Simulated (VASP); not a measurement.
Calculation: PBE GGA with D4 dispersion, VASP's PBE PAW potentials (set 64) (plane waves; VASP).

VASP ran on this input.

**INCAR**
```
ALGO  =  Normal
EDIFF  =  1E-6
EDIFFG  =  -0.01
ENCUT  =  520
GGA  =  PE
IBRION  =  2
ISIF  =  3
ISMEAR  =  0
IVDW  =  13
LASPH  =  .True.
LCHARG  =  .False.
LMAXMIX  =  4
LREAL  =  .False.
LWAVE  =  .False.
NELM  =  100
NSW  =  60
PREC  =  Accurate
SIGMA  =  0.05
SYSTEM  =  InP
```

POSCAR:
```
InP
1.0
  0.0000000000   2.9350000000   2.9350000000
  2.9350000000   0.0000000000   2.9350000000
  2.9350000000   2.9350000000   0.0000000000
In P
1 1
Cartesian
  0.0000000000   0.0000000000   0.0000000000
  1.4675000000   1.4675000000   1.4675000000
```

**KPOINTS**
```
Automatic mesh
0
Gamma
7 7 7
0 0 0
```

POTCAR, in this order: In_d P (PBE.64 set). Program: vasp_std.

Unless said otherwise, spin-orbit coupling is left out, though it shifts the bands of the heavy elements here.

Predict the energy per atom (σ→0), dispersion energy, volume per atom, band gap (on the k-mesh).

```
Item                              Result
------------------------  --------------
energy per atom (σ→0)     -4.527 eV/atom
dispersion energy              -0.664 eV
band gap (on the k-mesh)         0.63 eV
volume per atom            25.54 Å³/atom
```

### OSZICAR
```
...
DAV:   2    -0.839118326881E+01    0.36135E-02   -0.76254E-03   665   0.228E+00    0.153E-01
DAV:   3    -0.839057812949E+01    0.60514E-03   -0.18724E-03   670   0.102E+00    0.909E-02
DAV:   4    -0.839057903497E+01   -0.90549E-06   -0.79977E-05   535   0.964E-02    0.677E-02
DAV:   5    -0.839057609668E+01    0.29383E-05   -0.10443E-05   700   0.345E-02    0.244E-02
DAV:   6    -0.839057978952E+01   -0.36928E-05   -0.39902E-06   710   0.251E-02    0.672E-03
DAV:   7    -0.839057861125E+01    0.11783E-05   -0.38860E-07   280   0.909E-03    0.127E-03
DAV:   8    -0.839057840660E+01    0.20465E-06   -0.15617E-07   260   0.703E-03
   3 F= -.90543200E+01 E0= -.90543200E+01  d E =-.104877E-02
```

The compound is InP in the zinc blende structure. This run relaxes it. Symmetry was kept, so distortions that lower it aren't found.
